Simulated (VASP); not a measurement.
An input for Ansatz (written as the equivalent of a VASP run, and not itself run):

Ansatz 0.2 input:
```yaml
crystal:
  lattice:
    - [3.6378000, 0.0000000, 0.0000000]
    - [0.0000000, 3.6378000, 0.0000000]
    - [0.0000000, 0.0000000, 3.6378000]
  atoms:
    - { symbol: Mg, position: [0.0000000, 0.0000000, 0.0000000] }
    - { symbol: Tl, position: [0.5000000, 0.5000000, 0.5000000] }
kpoints:
  mp_grid: { grid: [3, 3, 3] }
hamiltonian:
  xc: pbesol
  pseudopotentials: { kind: paw }
scf:
  occupations: { method: gaussian, width: 0.272 }
  max_iter: 100
output: { forces: true, stress: true, eigenvalues: true }
```

Question: Translate this input to VASP (INCAR, KPOINTS, POSCAR, choice of POTCAR).

Answer: Several could match; the one computed here: 
INCAR:
```
ALGO=Normal
EDIFF=1E-6
ENCUT=300
GGA=PS
ISIF=2
ISMEAR=0
LASPH=.TRUE.
LCHARG=.FALSE.
LMAXMIX=4
LREAL=.FALSE.
LWAVE=.FALSE.
NELM=100
PREC=Accurate
SIGMA=0.272
SYSTEM=MgTl
```

### POSCAR
```
MgTl
1
    3.6378000000     0.0000000000     0.0000000000
    0.0000000000     3.6378000000     0.0000000000
    0.0000000000     0.0000000000     3.6378000000
Mg Tl
1 1
Direct
  0.0000000000   0.0000000000   0.0000000000
  0.5000000000   0.5000000000   0.5000000000
```

**KPOINTS**
```
Automatic mesh
0
Gamma
3 3 3
0 0 0
```

POTCAR, in this order: Mg Tl_d (PBE.64 set). Program: vasp_std.

What does not carry over: each code has its own PAW files, so the cut-off isn't converted (ENCUT is set for VASP's; basis.ecutwfc is left out, and Ansatz then takes the one that its files recommend); Ansatz stops its SCF on the density residual and VASP on the energy change (EDIFF).

The structure comes from a computed database's MgTl entry (Pm-3m); how it stands against other phases isn't given here. The cell was not relaxed at this level. The k-mesh is coarse (spacing up to 0.58 per Å, 2π included), so the numbers may not be converged in it. The run is one of a series of settings (KPOINTS 3×3×3 Γ-centred mesh against the base run), some of them coarse on purpose.
